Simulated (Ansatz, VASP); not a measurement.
# Cross-check of HfC between VASP and Ansatz, part 2 of 2

Aim: how closely do two programs agree when they are given the same cell, functional and k mesh? The cell is generated by rule, not measured, and may not be a known phase. The cell is taken from a series of runs on this material, whose earlier steps may have relaxed, scaled, displaced or heated it; both programs get it as it stands.

VASP 6.6.1 and Ansatz 0.2.0.

So far: The structure; VASP: zone-centre phonons, PBEsol.

The structure was built from a prototype and need not be the compound's stable phase.

## Step 3: Ansatz: zone-centre phonons, PBEsol

Level of this step: Ansatz beside VASP: Kohn-Sham DFT, plane waves, PBEsol (Ansatz).

Ansatz runs on norm-conserving files, of PseudoDojo where its log says so.

The same cell, functional, mesh and smearing now go to Ansatz, which takes its cutoff from its data sets.

input.yaml reads:

```yaml
crystal:
  lattice:
    - [3.8183073723, 0.0, 0.0]
    - [-1.9091536862, 3.3067511839, 0.0]
    - [0.0, 0.0, 4.5974083482]
  atoms:
    - { symbol: Hf, position: [0.3333333333, 0.6666666667, -0.0623451656] }
    - { symbol: Hf, position: [0.6666666667, 0.3333333333, 0.4376548344] }
    - { symbol: C, position: [0.3333333333, 0.6666666667, 0.4373451656] }
    - { symbol: C, position: [0.6666666667, 0.3333333333, 0.9373451656] }
kpoints:
  mp_grid: { grid: [12, 12, 12] }
hamiltonian:
  xc: pbesol
  pseudopotentials: { kind: nc }
scf:
  occupations: { method: methfessel_paxton, width: 0.2 }
output:
  eigenvalues: true
phonons:
  method: dfpt
```

Command:

```console
ansatz run input.yaml --threads 4 --pin off --max-ram 7168MiB --backend cpu --events-out ev --progress --plain --runs-dir out
```

Numbers of over 12 decimals in the logs are rounded to 6 here.

Log:

```text
Engine: ansatz 0.2.0, aarch64-unknown-linux-gnu
Pseudopotentials: kind: nc
Pseudopotential: Hf, nc, valence charge 12, recommended cutoff 789.130201 eV (normal), Hf.nc.azcp (PseudoDojo's, or run here from an input of PseudoDojo's: the run reads no file of this project's for it)
Pseudopotential: C, nc, valence charge 4, recommended cutoff 1115.666836 eV (normal), C.nc.azcp (PseudoDojo's, or run here from an input of PseudoDojo's: the run reads no file of this project's for it)
Functional definition: PBEsol
  exchange = pbesol_x
  correlation = pbesol_c
Crystal: 4 atoms, lattice volume = 58.048 Å³
Basis set: ecut = 1115.666836 eV, 4909 PW (Γ), exchange–correlation on 90×90×108 points (8 copies of the dense FFT grid, shifted against one another)
Bands: 20, of which v1, the nominal top of the filled ones, is band 16 counted from 1 (15 counted from 0)
Symmetry: 12 space group operations
k-points: 476 of 1728 (irreducible under 2 space group operations, time reversal used)
Non-local potential: Hf, projectors of the file, l = 0: 2, l = 1: 2, l = 2: 2, l = 3: 2
Non-local potential: C, projectors of the file, l = 0: 2, l = 1: 2
Initial density: superposition of atomic densities (chi_scale 0.1, normalization cell, long waves kept (reshape's long-wave potential 0.00 eV rms))
Initial wavefunctions: pseudopotential atomic-orbital guess
Functional: x = pbesol(κ = 0.804, μ = 0.123457), c = pbesol(β = 0.046)
SCF iter   1: F=—  HF=-3400.519805 eV  |F-HF|=—  |Δ(HF+E_count)|=         —  Δρ=1.06e-1  dr2=1.01e1  ethr=3.10e-3  ⟨swp⟩=6.3  Hψ=49023  notcnv=0
preconditioner: auto → Kerker (q_TF=auto, 2.471 Å⁻¹)  [metal: Δε(μ)=0.030 eV  Ē_g=8.331 eV  σ=0.200 eV  W_gap=0.12  n_scr=20 (ndim 8)  ℏωp=19.5 eV  f_vac=0.000  D(μ)=0.09/eV (n_scr^D=0)]
SCF iter   2: F=—  HF=-3398.263059 eV  |F-HF|=—  |Δ(HF+E_count)|=    2.26e0  S|Δr|=    0.00e0  Δρ=3.28e-2  dr2=8.70e-1  ethr=3.10e-3  ⟨swp⟩=3.3  Hψ=21665  notcnv=0
preconditioner: auto → Resta (q_TF=auto, 2.471 Å⁻¹)  ε∞=7.6  [insulator: Δε(μ)=0.159 eV  Ē_g=7.583 eV  σ=0.200 eV  W_gap=0.53  n_scr=20 (ndim 8)  ℏωp=19.5 eV  f_vac=0.000  D(μ)=0.16/eV (n_scr^D=0)  ε∞_Penn≈7.6]
SCF iter   3: F=—  HF=-3398.080422 eV  |F-HF|=—  |Δ(HF+E_count)|=   1.83e-1  S|Δr|=    0.00e0  Δρ=1.60e-2  dr2=1.84e-1  ethr=2.72e-3  ⟨swp⟩=2.6  Hψ=13733  notcnv=0
SCF iter   4: F=—  HF=-3398.030851 eV  |F-HF|=—  |Δ(HF+E_count)|=   4.96e-2  S|Δr|=    0.00e0  Δρ=2.25e-3  dr2=2.86e-3  ethr=5.75e-4  ⟨swp⟩=2.6  Hψ=13690  notcnv=0
SCF iter   5: F=—  HF=-3398.031455 eV  |F-HF|=—  |Δ(HF+E_count)|=   6.03e-4  S|Δr|=    0.00e0  Δρ=4.63e-4  dr2=9.73e-5  ethr=8.93e-6  ⟨swp⟩=2.2  Hψ=17938  notcnv=0
SCF iter   6: F=—  HF=-3398.031478 eV  |F-HF|=—  |Δ(HF+E_count)|=   2.32e-5  S|Δr|=    0.00e0  Δρ=8.70e-5  dr2=2.28e-6  ethr=3.04e-7  ⟨swp⟩=2.5  Hψ=18041  notcnv=0
SCF iter   7: F=—  HF=-3398.031473 eV  |F-HF|=—  |Δ(HF+E_count)|=   4.54e-6  S|Δr|=    0.00e0  Δρ=1.06e-5  dr2=5.01e-8  ethr=7.13e-9  ⟨swp⟩=2.5  Hψ=17082  notcnv=0
SCF iter   8: F=—  HF=-3398.031473 eV  |F-HF|=—  |Δ(HF+E_count)|=   2.97e-8  S|Δr|=    0.00e0  Δρ=1.34e-6  dr2=4.13e-10  ethr=1.57e-10  ⟨swp⟩=2.9  Hψ=19571  notcnv=0
SCF iter   9: F=-3398.031473 eV  HF=-3398.031473 eV  |F-HF|=9.09e-13  |Δ(HF+E_count)|=  2.32e-10  S|Δr|=    0.00e0  Δρ=1.63e-7  dr2=8.63e-12  ethr=1.00e-12  ⟨swp⟩=10.7  Hψ=83800  notcnv=0
SCF 1 converged in 9 iterations: F = -3398.031473 eV  dr2 = 8.63e-12
DFPT response loops at Γ: preconditioner auto → Kerker (q_TF=auto, 2.471 Å⁻¹) (partly filled bands, converged f_vac=0.000); β = 1.00, the filter's whole step (`scf.mixing.beta` (0.50) is not read by the response loops under this deck's `scf.mixing.preconditioner`; to damp them name `kerker` or `kerker_dos`, under which they read `scf.mixing.beta`, and type it under 1.00, their step now; both keys bind the ground state too); Broyden in place of MSR1
the run's response loops start from zero, take more passes and end by a threshold: the memory limit or budget leaves too little room for the subspace of the ground state's own states beside the solves, or none could be made (phonons.method)
SCF converged after 9 iterations
Stability not checked: this state was not tested for a lower state beside it, because cold or Methfessel-Paxton smearing, or corrected tetrahedra, fill the levels in a way that the test cannot read (fill_not_monotonic; see scf.lower_state_search)
Free energy (F): -3398.031473 eV
Harris-Foulkes:  -3398.031473 eV  (|F-HF|=9.09e-13)
Internal energy: -3398.032484 eV  (E = F + TS)
E sigma→0 (E₀):  -3398.031726 eV
Entropy (-TS):   0.001011 eV (0.253 meV/atom)
Fermi energy:    12.640171 eV
--- Per-component energies (eV) ---
  E_band       = -263.964914
  E_kinetic    = 1008.810598
  E_local      = -1754.955856  (includes V_loc(G=0)·N_el)
  E_nonlocal   = 131.688367
  E_hartree    = 487.674470
  E_xc         = -886.893341
  E_vxc        = -624.856973  (∫ρ·V_xc dr)
  E_ewald      = -2384.356723
  E_smearing   = 0.001011  (= −TS)
  E_closure    = -0.000000  (closes the sum)
  Σ components = -3398.031473   (vs F -3398.031473, Δ=0.00e0)
--- Band table (eV; the first three rows and the last of 476) ---
  k-point 0: bands = [... 12 lower, 10.0522, 10.0522, 10.7823, 13.9671, 13.9671, 13.9862, 15.0740, 17.6242]
  k-point 1: bands = [... 12 lower, 10.0180, 10.0180, 10.6266, 13.4497, 14.1010, 14.1010, 15.2369, 17.6897]
  k-point 2: bands = [... 12 lower, 9.9251, 9.9251, 10.2314, 12.4614, 14.4780, 14.4780, 15.4600, 17.8556]
  k-point 475: bands = [... 12 lower, 10.1998, 10.1998, 10.8062, 10.8062, 14.6550, 14.6550, 17.0196, 17.0196]
--- Phonons (Γ-DFPT): 4 representative perturbations + reference, on 476 of 1728 k-points (Σ response iterations 30) ---
  k mesh reduced under 2 symmetry operations, with k and −k counted as one. Each operation leaves every solved perturbation unchanged. A smaller set is not used because it would not reduce the number of displacements times k-points to solve
  ASR residual: 7.898e-5 → 0.000e0 eV/Å²; symmetrization residual: 2.727e-5 eV/Å²
  ASR residual per site (eV/Å²): 7.90e-5 7.90e-5 6.46e-5 6.46e-5
  Γ frequencies (cm⁻¹): 0.00 0.00 0.00 130.05 166.17 166.17 206.71 540.63 567.16 567.16 579.10 579.10
  non-analytic LO–TO correction: not included (Born effective charges unavailable; polar crystals: no LO–TO splitting at Γ)
```

## Step 4: Side by side

Known differences besides the potentials themselves: the data sets hold 32 valence electrons in Ansatz (on norm-conserving files, of PseudoDojo where its log says so) and 28 in VASP; the cutoff is 1115.67 eV in Ansatz and 600 eV in VASP. Total energies have different zeros and are not compared.

Both answers:

```csv
quantity,Ansatz,VASP,difference
optical mode 1 (cm⁻¹),130.1,138.5,-6.11 %
optical mode 2 to 3 (cm⁻¹),166.2,166.1,+0.02 %
optical mode 4 (cm⁻¹),206.7,206.3,+0.22 %
optical mode 5 (cm⁻¹),540.6,540.5,+0.02 %
optical mode 6 to 7 (cm⁻¹),567.2,570.8,-0.63 %
optical mode 8 to 9 (cm⁻¹),579.1,582.4,-0.56 %
```

Modes are paired by rising frequency, not by their patterns, so a pair may set unlike modes beside each other; they are those without the splitting of longitudinal modes.

## Step 5: Results

```
r.m.s. difference of the optical zone-centre modes, each program's sorted by frequency (zone-centre phonons, PBEsol) : 3.6 cm⁻¹
difference in optical mode 1 (zone-centre phonons, PBEsol)                                                           : -6.1 %
```

**Reading.** The r.m.s. difference of the optical zone-centre modes, each program's sorted by frequency is 3.6 cm⁻¹ (zone-centre phonons, PBEsol). The data sets hold unlike numbers of valence electrons (32 in Ansatz and 28 in VASP), so part of the differences comes from the potentials. Among the rows given in per cent, the largest difference of the zone-centre phonons, PBEsol pair is in optical mode 1, -6.1 %. How closely two codes agree says nothing of how well the functional describes the real material.

[Lines on the potential files, build, host, timing and source positions are cut from VASP's logs without a mark.]

[Logs are printed without paths, hosts, clocks, repeated set-up lines and the standing remarks that a program may print on its own settings, such as how far it seeks lower states.]

[Hosts, paths, dates, database ids (printed as entryN), source tags and the programs' standing remarks are cut or masked in the printed files.]
